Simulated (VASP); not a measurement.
Here is the system:

```yaml
crystal:
  lattice:
    - [0.00000, 3.02804, 3.02804]
    - [3.02804, 0.00000, 3.02804]
    - [3.02804, 3.02804, 0.00000]
  atoms:
    - { symbol: Al, position: [0.25000, 0.25000, 0.25000] }
    - { symbol: Al, position: [0.75000, 0.75000, 0.75000] }
    - { symbol: Au, position: [0.00000, 0.00000, 0.00000] }
```

The numbers are results of PBE GGA, VASP's PBE PAW potentials (set 64) (plane waves; VASP), not measurements. Numerical set-up: 520 eV cut-off, Gaussian smearing of 0.050 eV, potentials Al Au.

Q: Give the energies of bands 1 to 11 at the high-symmetry points, in eV from the Fermi level.

A: 
```csv
band,Γ,X,U,L,W
1,-10.32,-7.12,-7.21,-8.31,-6.87
2,-6.42,-6.89,-6.64,-6.32,-6.87
3,-6.42,-6.12,-6.40,-6.19,-6.14
4,-6.42,-5.65,-5.75,-6.19,-6.08
5,-5.50,-5.65,-5.44,-5.38,-5.64
6,-5.50,-5.21,-5.40,-5.38,-5.08
7,2.07,-4.90,-4.52,-5.32,-3.94
8,2.98,-2.02,-3.32,0.40,-3.94
9,2.98,-2.02,-1.30,0.40,-2.12
10,2.98,1.13,1.77,3.26,4.04
11,3.81,2.11,4.33,3.40,4.04
```

It has no gap at this level: it comes out as a metal or semimetal.

The compound is AuAl2 in the fluorite structure. It was relaxed first. The electron count is odd and the run is not spin-polarised, which forces a metal.
